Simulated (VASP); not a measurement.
Given:

```
CELL_PARAMETERS angstrom
      0.00000     2.86524     2.86524
      2.86524     0.00000     2.86524
     11.51996    11.51996    -0.05899
ATOMIC_POSITIONS crystal
  Zn 0.98684 0.98684 0.00987
  Zn 0.99967 0.99967 0.25024
  Zn 0.01153 0.01153 0.49135
  Se 0.24343 0.24343 0.06742
  Se 0.25541 0.25541 0.30844
  Se 0.26744 0.26744 0.54942
  Se 0.22990 0.22990 0.82757
  Cd 0.00576 0.00576 0.74568
```

Method: PBEsol GGA, VASP's PBE PAW potentials (set 64) (plane waves; VASP). Numerical set-up: 400 eV cut-off, Gaussian smearing of 0.050 eV, potentials Zn Se Cd.

**Question.** Give the energies of bands 27 to 40 at the high-symmetry points, in eV from the valence-band maximum.

**Answer.** 
| band | Γ | T | H2 | L | S0 | F |
|---|---|---|---|---|---|---|
| 27 | -3.21 | -1.59 | -4.92 | -4.84 | -4.92 | -4.85 |
| 28 | -1.13 | -1.53 | -4.31 | -4.38 | -4.31 | -4.35 |
| 29 | -1.13 | -1.10 | -3.37 | -2.67 | -3.36 | -2.65 |
| 30 | -0.80 | -1.10 | -3.27 | -2.59 | -3.26 | -2.58 |
| 31 | -0.80 | -0.89 | -3.11 | -2.35 | -3.13 | -2.42 |
| 32 | -0.55 | -0.89 | -2.72 | -2.08 | -2.72 | -2.33 |
| 33 | -0.55 | -0.45 | -1.98 | -1.79 | -2.03 | -1.90 |
| 34 | -0.24 | -0.45 | -1.93 | -1.68 | -1.89 | -1.58 |
| 35 | 0.00 | -0.04 | -1.77 | -1.38 | -1.80 | -1.07 |
| 36 | 0.00 | -0.04 | -1.72 | -0.96 | -1.68 | -0.88 |
| 37 | 0.78 | 1.72 | 3.57 | 2.79 | 3.50 | 2.19 |
| 38 | 2.08 | 1.83 | 3.65 | 2.88 | 3.83 | 2.62 |
| 39 | 2.20 | 2.09 | 4.14 | 3.00 | 3.93 | 3.13 |
| 40 | 2.80 | 2.68 | 4.35 | 3.31 | 4.46 | 3.28 |

The gap is direct, 0.77 eV, from the valence maximum at Γ to the conduction minimum at Γ.

The structure was generated: CdZn3Se4 was put into an ordered model structure (R3m), which need not be its known phase. It was relaxed first.
